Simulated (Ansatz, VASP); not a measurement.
# Cross-check of Ta2Se between VASP and Ansatz, part 3 of 3

Aim: how closely do two programs agree when they are given the same cell, functional and k mesh? The cell is taken from a series of runs on this material, whose earlier steps may have relaxed, scaled, displaced or heated it; both programs get it as it stands.

VASP 6.6.1 and Ansatz 0.2.0.

So far: The structure; VASP: zone-centre phonons, LDA.

**3. Ansatz: zone-centre phonons, LDA**

Level of this step: Ansatz beside VASP: Kohn-Sham DFT, plane waves, LDA (Ansatz).

Ansatz runs on its PAW soft_1 files.

The same cell, functional (in two slightly different forms), mesh and smearing now go to Ansatz, which takes its cutoff from its data sets.

File input.yaml:

```yaml
crystal:
  lattice:
    - [3.3346626346, 0.0, 0.0]
    - [0.0, 3.3346626346, 0.0]
    - [0.0, 0.0, 9.6875265435]
  atoms:
    - { symbol: Ta, position: [0.5, 0.0, 0.7561768598] }
    - { symbol: Ta, position: [0.0, 0.5, 0.2438231402] }
    - { symbol: Ta, position: [0.5, 0.0, 0.0766340488] }
    - { symbol: Ta, position: [0.0, 0.5, 0.9233659512] }
    - { symbol: Se, position: [0.5, 0.0, 0.3665291662] }
    - { symbol: Se, position: [0.0, 0.5, 0.6334708338] }
kpoints:
  mp_grid: { grid: [12, 12, 4] }
hamiltonian:
  xc: lda
  pseudopotentials: { kind: paw, azcp: { folder: soft_1 }, xc_functional: pbe }
scf:
  occupations: { method: methfessel_paxton, width: 0.2 }
output:
  eigenvalues: true
phonons:
  method: dfpt
```

Started as:

```
$ ansatz run input.yaml --threads 16 --pin off --max-ram 61440MiB --backend cuda --events-out ev --progress --plain --runs-dir out --max-vram 78GiB
```

Numbers of over 12 decimals in the logs are rounded to 6 here.

The log of the run:

```text
zone centre: on kpoints.mp_grid the ground state, and the responses unless they are solved on pairs of k-points, stand on 147 of the mesh's 576 k-points, reduced under 4 symmetry operations, with k and −k counted as one. Each operation leaves every solved displacement unchanged or reverses it
Engine: ansatz 0.2.0, aarch64-unknown-linux-gnu
Pseudopotentials: kind: paw
Pseudopotential: Ta, paw, valence charge 13, recommended cutoff 420 eV (normal), soft_1/Ta.paw.azcp
Pseudopotential: Se, paw, valence charge 16, recommended cutoff 420 eV (normal), soft_1/Se.paw.azcp
Functional definition: SPW92
  exchange = slater_x
  correlation = pw_c
device memory: the entry about to start is reckoned to put 10.2 GiB on a device that reports 152.0 GiB free (of which the cap on the GPU budget leaves the run 78.0 GiB)
GPU FFT provider: cuFFT
GPU libraries: cuBLAS 13.8.1, cuFFT 12.4.0, cuSOLVER 12.3.2
GPU matrix products: emulated (plane waves: as basis.precision tells), large ones in fixed point in workspaces of 1.00 GiB
Crystal: 6 atoms, lattice volume = 107.725 Å³
Basis set: ecut = 420 eV, 2121 PW (Γ), exchange–correlation on 48×48×144 points (8 copies of the dense FFT grid, shifted against one another)
Bands: 51, of which v1, the nominal top of the filled ones, is band 42 counted from 1 (41 counted from 0)
Symmetry: 16 space group operations
k-points: 147 of 576 (irreducible under 4 space group operations, time reversal used)
Non-local potential: Ta, projectors of the file, l = 0: 3, l = 1: 2, l = 2: 2, l = 3: 1
Non-local potential: Se, projectors of the file, l = 0: 2, l = 1: 2, l = 2: 3, l = 3: 1
PAW form: soft (Blöchl's): semilocal exchange-correlation on the pseudo side does not see the compensation charge
PAW frozen core: Ta, regenerated for the run's functional, and the local potential with it (the file was generated under x = pbe(κ = 0.804, μ = 0.219515), c = pbe(β = 0.066725))
PAW frozen core: Se, regenerated for the run's functional, and the local potential with it (the file was generated under x = pbe(κ = 0.804, μ = 0.219515), c = pbe(β = 0.066725))
PAW one-centre angular grid: Ta, 590 points (default); XC on 64 Gauss nodes
PAW one-centre angular grid: Se, 590 points (default); XC on 64 Gauss nodes
Initial density: superposition of atomic densities (chi_scale 0.1, normalization cell, long waves of neutral atoms (reshape's long-wave potential 2.54 eV rms, cloud 2.90 Å wide))
Initial wavefunctions: pseudopotential atomic-orbital guess
GPU buffer pool allocated for 41472 grid points (all kernels)
GPU transforms: local potential and band sums: pruned to the plane-wave sphere, on 24×24×72
Functional: x = slater, c = lda
SCF iter   1: F=—  HF=-49532.735203 eV  |F-HF|=—  |Δ(HF+E_count)|=         —  Δρ=1.67e-1  dr2=4.16e2  ethr=3.10e-3  ⟨swp⟩=5.7  Hψ=25871  notcnv=0
preconditioner: auto → Kerker (q_TF=auto, 2.617 Å⁻¹)  [metal: Δε(μ)=0.018 eV  Ē_g=6.396 eV  σ=0.200 eV  W_gap=0.08  n_scr=28 (ndim 8)  ℏωp=20.2 eV  f_vac=0.000  D(μ)=3.88/eV (n_scr^D=26)]
SCF iter   2: F=—  HF=-49517.512792 eV  |F-HF|=—  |Δ(HF+E_count)|=    1.52e1  S|Δr|=    0.00e0  Δρ=1.00e-1  dr2=1.74e2  ethr=3.10e-3  ⟨swp⟩=3.2  Hψ=16387  notcnv=0  defer=117
SCF iter   3: F=—  HF=-49505.226065 eV  |F-HF|=—  |Δ(HF+E_count)|=    1.23e1  S|Δr|=    0.00e0  Δρ=3.91e-2  dr2=2.33e1  ethr=3.10e-3  ⟨swp⟩=3.9  Hψ=21345  notcnv=0  defer=147
SCF iter   4: F=—  HF=-49503.346731 eV  |F-HF|=—  |Δ(HF+E_count)|=    1.88e0  S|Δr|=    0.00e0  Δρ=2.29e-2  dr2=3.30e0  ethr=3.10e-3  ⟨swp⟩=3.9  Hψ=25355  notcnv=0  defer=168
SCF iter   5: F=—  HF=-49502.970940 eV  |F-HF|=—  |Δ(HF+E_count)|=   3.76e-1  S|Δr|=    0.00e0  Δρ=9.55e-3  dr2=5.52e-1  ethr=3.10e-3  ⟨swp⟩=3.7  Hψ=17416  notcnv=0  defer=173
SCF iter   6: F=—  HF=-49502.918537 eV  |F-HF|=—  |Δ(HF+E_count)|=   5.24e-2  S|Δr|=    0.00e0  Δρ=2.77e-3  dr2=1.68e-2  ethr=6.57e-4  ⟨swp⟩=2.0  Hψ=9192  notcnv=0  defer=171
SCF iter   7: F=—  HF=-49502.915177 eV  |F-HF|=—  |Δ(HF+E_count)|=   3.36e-3  S|Δr|=    0.00e0  Δρ=1.21e-3  dr2=6.72e-3  ethr=2.00e-5  ⟨swp⟩=2.0  Hψ=10511  notcnv=0  defer=171
SCF iter   8: F=—  HF=-49502.914534 eV  |F-HF|=—  |Δ(HF+E_count)|=   6.43e-4  S|Δr|=    0.00e0  Δρ=5.09e-4  dr2=1.80e-3  ethr=8.00e-6  ⟨swp⟩=1.7  Hψ=7757  notcnv=0  defer=171
SCF iter   9: F=—  HF=-49502.914381 eV  |F-HF|=—  |Δ(HF+E_count)|=   1.54e-4  S|Δr|=    0.00e0  Δρ=8.02e-5  dr2=3.46e-5  ethr=2.14e-6  ⟨swp⟩=2.0  Hψ=9434  notcnv=0  defer=171
SCF iter  10: F=—  HF=-49502.914192 eV  |F-HF|=—  |Δ(HF+E_count)|=   1.89e-4  S|Δr|=    0.00e0  Δρ=1.38e-5  dr2=2.22e-7  ethr=4.11e-8  ⟨swp⟩=2.0  Hψ=9504  notcnv=0  defer=171
SCF iter  11: F=—  HF=-49502.914624 eV  |F-HF|=—  |Δ(HF+E_count)|=   4.32e-4  S|Δr|=    0.00e0  Δρ=3.81e-6  dr2=2.09e-8  ethr=2.65e-10  ⟨swp⟩=2.2  Hψ=13314  notcnv=0  defer=171
SCF iter  12: F=—  HF=-49502.914624 eV  |F-HF|=—  |Δ(HF+E_count)|=   1.78e-9  S|Δr|=    0.00e0  Δρ=9.05e-7  dr2=1.09e-9  ethr=2.48e-11  ⟨swp⟩=2.0  Hψ=9781  notcnv=0  defer=171
SCF iter  13: F=—  HF=-49502.914624 eV  |F-HF|=—  |Δ(HF+E_count)|=  6.55e-11  S|Δr|=    0.00e0  Δρ=3.26e-7  dr2=8.30e-11  ethr=1.30e-12  ⟨swp⟩=2.7  Hψ=20075  notcnv=0  defer=117
SCF iter  14: F=-49502.914624 eV  HF=-49502.914624 eV  |F-HF|=1.46e-11  |Δ(HF+E_count)|=  7.28e-12  S|Δr|=    0.00e0  Δρ=5.10e-8  dr2=2.45e-12  ethr=1.00e-12  ⟨swp⟩=12.1  Hψ=49055  notcnv=0
SCF 1 converged in 14 iterations: F = -49502.914624 eV  dr2 = 2.45e-12
  greatest PAW one-centre occupation: 1.000 electrons in one spin orbital (limit 2), on the Se atom at site 5 (counted from 0), in its partial waves of l = 2
device memory: the entry about to start is reckoned to put 0.1 GiB (of the 0.4 GiB reckoned in all, the device holds 0.3 GiB already) on a device that reports 182.2 GiB free (of which the cap on the GPU budget leaves the run 77.8 GiB)
device memory: the entry about to start is reckoned to put 5.0 GiB on a device that reports 182.2 GiB free (of which the cap on the GPU budget leaves the run 77.8 GiB)
NSCF: frozen V_eff on 84 k-points, pencils in batches of 32, up to order 204
device memory: the entry about to start is reckoned to put 5.0 GiB on a device that reports 152.9 GiB free (of which the cap on the GPU budget leaves the run 77.8 GiB)
NSCF: frozen V_eff on 84 k-points
device memory: the entry about to start is reckoned to put 12.1 GiB (of the 12.2 GiB reckoned in all, the device holds 0.2 GiB already) on a device that reports 152.7 GiB free (of which the cap on the GPU budget leaves the run 77.6 GiB)
DFPT response loops at q = (0, 0, 0) (fractional): preconditioner auto → Kerker (q_TF=auto, 2.617 Å⁻¹) (partly filled bands, converged f_vac=0.000); β = 1.00, the filter's whole step (`scf.mixing.beta` (0.50) is not read by the response loops under this deck's `scf.mixing.preconditioner`; to damp them name `kerker` or `kerker_dos`, under which they read `scf.mixing.beta`, and type it under 1.00, their step now; both keys bind the ground state too); Anderson in place of MSR1; while a model of the screening serves, it and β = 1 on shorter waves in the place of filter and β
SCF converged after 14 iterations
Stability not checked: this state was not tested for a lower state beside it, because cold or Methfessel-Paxton smearing, or corrected tetrahedra, fill the levels in a way that the test cannot read (fill_not_monotonic; see scf.lower_state_search)
Free energy (F): -49502.914624 eV
Harris-Foulkes:  -49502.914624 eV  (|F-HF|=1.46e-11)
Internal energy: -49502.918025 eV  (E = F + TS)
E sigma→0 (E₀):  -49502.915474 eV
Entropy (-TS):   0.003401 eV (0.567 meV/atom)
Fermi energy:    17.107414 eV
Step filling:    the computed levels leave a gap of 0.0293 eV = 0.1 smearing widths at the electron count; against every level under it full and every level over it empty, smearing changes F+E_penalty+E_count by +2.267 meV and its σ→0 estimate by +1.417 meV
--- Per-component energies (eV) ---
  E_band       = -1069.293160
  E_kinetic    = 1809.067696
  E_local      = -6992.702114  (includes V_loc(G=0)·N_el)
  E_nonlocal   = -723.998040
  E_hartree    = 3391.353206
  E_xc         = -1449.059824
  E_vxc        = -1124.514972  (∫ρ·V_xc dr)
  E_paw        = -36323.139822  (= ΣΔE_a)
  E_vpaw       = -819.851832  (= ΣTr[D̂ρ^β])
  E_aug_tail   = -0.000356  (compensation charges beyond the density's cutoff)
  E_ewald      = -9219.909479
  E_core_change = 5.470708  (= ΣΔE_core)
  E_smearing   = 0.003401  (= −TS)
  E_closure    = 0.000000  (closes the sum)
  Σ components = -49502.914624   (vs F -49502.914624, Δ=0.00e0)
--- Band table (eV; the first three rows and the last of 147) ---
  k-point 0: bands = [... 38 lower, 15.7404, 16.8770, 17.2709, 17.2709, 17.4894, 17.4894, 17.7827, 18.4002, ... 5 higher]
  k-point 1: bands = [... 38 lower, 15.7648, 16.8779, 17.2700, 17.2700, 17.4785, 17.4785, 17.7801, 18.2036, ... 5 higher]
  k-point 2: bands = [... 38 lower, 15.7893, 16.8788, 17.2692, 17.2692, 17.4678, 17.4678, 17.7776, 18.0372, ... 5 higher]
  k-point 146: bands = [... 38 lower, 15.1603, 15.1603, 16.8980, 16.8980, 17.8733, 17.8733, 19.9940, 19.9940, ... 5 higher]
--- Phonons (Γ-DFPT): 6 representative perturbations + reference (Σ response iterations 28) ---
  ASR residual: 1.413e-4 → 0.000e0 eV/Å²; symmetrization residual: 2.439e-9 eV/Å²
  ASR residual per site (eV/Å²): 1.41e-4 1.41e-4 5.29e-6 5.29e-6 1.80e-5 1.80e-5
  Γ frequencies (cm⁻¹): 0.00 0.00 0.00 50.08 50.08 90.84 90.84 101.34 164.10 164.10 168.90 172.86 172.86 185.40 189.09 193.52 193.52 218.09
  non-analytic LO–TO correction: not included (Born effective charges unavailable; polar crystals: no LO–TO splitting at Γ)
```

**4. Differences**

Known differences besides the potentials themselves: the two LDA forms differ slightly; the data sets hold 84 valence electrons in Ansatz (on its PAW soft_1 files) and 56 in VASP; the cutoff is 420 eV in Ansatz and 500 eV in VASP; VASP's log shows a relativistic correction to its local exchange, Ansatz's none. Total energies have different zeros and are not compared.

Both answers:

| quantity | Ansatz | VASP | difference |
| --- | --- | --- | --- |
| optical mode 1 to 2 (cm⁻¹) | 50.1 | 50.7 | -1.22 % |
| optical mode 3 to 4 (cm⁻¹) | 90.8 | 91.6 | -0.81 % |
| optical mode 5 (cm⁻¹) | 101.3 | 102.5 | -1.11 % |
| optical mode 6 to 7 (cm⁻¹) | 164.1 | 165.1 | -0.63 % |
| optical mode 8 (cm⁻¹) | 168.9 | 169.7 | -0.44 % |
| optical mode 9 to 10 (cm⁻¹) | 172.9 | 174.8 | -1.09 % |
| optical mode 11 (cm⁻¹) | 185.4 | 187.4 | -1.07 % |
| optical mode 12 (cm⁻¹) | 189.1 | 189.7 | -0.32 % |
| optical mode 13 to 14 (cm⁻¹) | 193.5 | 195.4 | -0.96 % |
| optical mode 15 (cm⁻¹) | 218.1 | 219.5 | -0.62 % |

Modes are paired by rising frequency, not by their patterns, so a pair may set unlike modes beside each other; they are those without the splitting of longitudinal modes.

**5. What came out**

```json
{"r.m.s. difference of the optical zone-centre modes, each program's sorted by frequency (zone-centre phonons, LDA)": "1.3 cm⁻¹", "difference in optical mode 1 to 2 (zone-centre phonons, LDA)": "-1.2 %"}
```

**Reading.** The r.m.s. difference of the optical zone-centre modes, each program's sorted by frequency is 1.3 cm⁻¹ (zone-centre phonons, LDA). The data sets hold unlike numbers of valence electrons (84 in Ansatz and 56 in VASP), so part of the differences comes from the potentials. Among the rows given in per cent, the largest difference of the zone-centre phonons, LDA pair is in optical mode 1 to 2, -1.2 %. Such differences can come from data sets, numerical settings and the points named under the comparisons, not from the functional's error against experiment.

[Lines on the potential files, build, host, timing and source positions are cut from VASP's logs without a mark.]

[Logs are printed without paths, hosts, clocks, repeated set-up lines and the standing remarks that a program may print on its own settings, such as how far it seeks lower states.]

[Hosts, paths, dates, database ids (printed as entryN), source tags and the programs' standing remarks are cut or masked in the printed files.]
